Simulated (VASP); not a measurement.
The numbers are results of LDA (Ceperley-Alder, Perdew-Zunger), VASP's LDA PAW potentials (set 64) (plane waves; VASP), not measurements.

The input files of a VASP run:

### KPOINTS
```
Automatic mesh
0
Gamma
7 7 7
0 0 0
```

POSCAR:
```
Nb3Pb
1
    5.3330000000     0.0000000000     0.0000000000
    0.0000000000     5.3330000000     0.0000000000
    0.0000000000     0.0000000000     5.3330000000
Pb Nb
2 6
Direct
  0.0000000000   0.0000000000   0.0000000000
  0.5000000000   0.5000000000   0.5000000000
  0.2500000000   0.0000000000   0.5000000000
  0.5000000000   0.7500000000   0.0000000000
  0.7500000000   0.0000000000   0.5000000000
  0.5000000000   0.2500000000   0.0000000000
  0.0000000000   0.5000000000   0.7500000000
  0.0000000000   0.5000000000   0.2500000000
```

### INCAR
```
LREAL = F   # projection in real space or not
LASPH = T   # aspherical one-centre terms
ISIF = 2   # forces and stress, cell fixed
ENCUT = 300
ALGO = Normal   # blocked Davidson
LCHARG = F
NELM = 100   # most electronic steps
EDIFF = 1E-6   # SCF stop (eV)
LWAVE = F
ISMEAR = -1   # Fermi-Dirac
PREC = Accurate
SYSTEM = Nb3Pb
SIGMA = 0.136   # width (eV)
LMAXMIX = 4   # l cut-off of mixed one-centre charges
```

POTCAR, in this order: Pb_d Nb_sv (LDA.64 set). Program: vasp_std.

At this cut-off the stress carries a Pulay error, which pulls relaxed volumes low. Gaps are read on the run's mesh, which can miss a band edge. Unless said otherwise, spin-orbit coupling is left out, though it shifts the bands of the heavy elements here.

Q: Predict the energy per atom (σ→0), pressure, band gap (on the k-mesh).

A: 
- energy per atom (σ→0) = -9.439 eV/atom
- band gap (on the k-mesh) = none (metal, semimetal or under 0.01 eV)
- pressure = -6.56 GPa

**OSZICAR**
```
...
DAV:   7    -0.758075646633E+02    0.38376E+00   -0.19127E+00  4024   0.677E+00    0.205E+00
DAV:   8    -0.757868448635E+02    0.20720E-01   -0.18218E-01  4064   0.212E+00    0.739E-01
DAV:   9    -0.757848334828E+02    0.20114E-02   -0.27952E-02  3800   0.842E-01    0.271E-01
DAV:  10    -0.757847181773E+02    0.11531E-03   -0.45883E-03  4048   0.366E-01    0.374E-02
DAV:  11    -0.757847403269E+02   -0.22150E-04   -0.52380E-04  4456   0.109E-01    0.189E-02
DAV:  12    -0.757847400283E+02    0.29863E-06   -0.61875E-05  3968   0.312E-02    0.354E-03
DAV:  13    -0.757847403768E+02   -0.34848E-06   -0.73329E-06  2584   0.105E-02
   1 F= -.75784740E+02 E0= -.75513105E+02  d E =-.543271E+00
```

The structure comes from a measured Nb3Pb entry (Pm-3n) of the Crystallography Open Database, whose conditions weren't checked. The cell was not relaxed at this level. The run is one of a series of settings (KPOINTS 7×7×7 Γ-centred mesh against the base run), some of them coarse on purpose.
